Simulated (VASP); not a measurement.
Runs of VASP 6.6.1 on HfB. All rows change the cell; the cell of one of them follows. The structure is tetragonal, space group I4/mmm (No. 139). Conventional cell: a = 3.418 Å, b = 3.418 Å, c = 4.495 Å, α = 90.00°, β = 90.00°, γ = 90.00°. Around Hf (site symmetry 4/mmm) lie 6 B at 2.25 to 2.42 Å. B (site symmetry 4/mmm) is surrounded by 6 Hf at 2.25 to 2.42 Å. 

```csv
cell,further INCAR settings,gap on the mesh (eV),pressure (GPa),largest force (eV/Å)
"mode 4 frozen in at +0.000 Å, normal strain along x -0.0700",ALGO = Fast; EDIFF = 1e-06; NBANDS = 14,none,16.3,-
"mode 4 frozen in at -0.118 Å, normal strain along x +0.0000",ALGO = Fast; EDIFF = 1e-07; NBANDS = 14,none,1.0,(a)
"mode 4 frozen in at -0.059 Å, normal strain along x -0.0350",ALGO = Fast; EDIFF = 1e-07; NBANDS = 14,none,7.4,0.68
"mode 4 frozen in at -0.059 Å, normal strain along x +0.0000",ALGO = Fast; EDIFF = 1e-06; NBANDS = 14,none,0.4,(b)
```

Alike in all rows: task single point; level PBE; potentials or basis VASP PAW PBE potentials, release 64 (Hf_pv, B); no spin polarisation; k mesh 16 × 16 × 16; cutoff (eV) 520; smearing gaussian 0.15 eV.

Q: Estimate the missing entries.

A: (a) 1.04; (b) 0.49.

Caveats: so large a pressure means that the cell lies far from this level's equilibrium, or that cutoff or potentials fall short (some runs); forces of over 1 eV/Å show positions far from the minimum, so gaps and moduli don't describe the material at rest (some runs).

A k mesh can miss the band edges, and the runs leave out spin-orbit coupling on Hf.

A gap of «none» marks a metal or a gap under the smearing width.
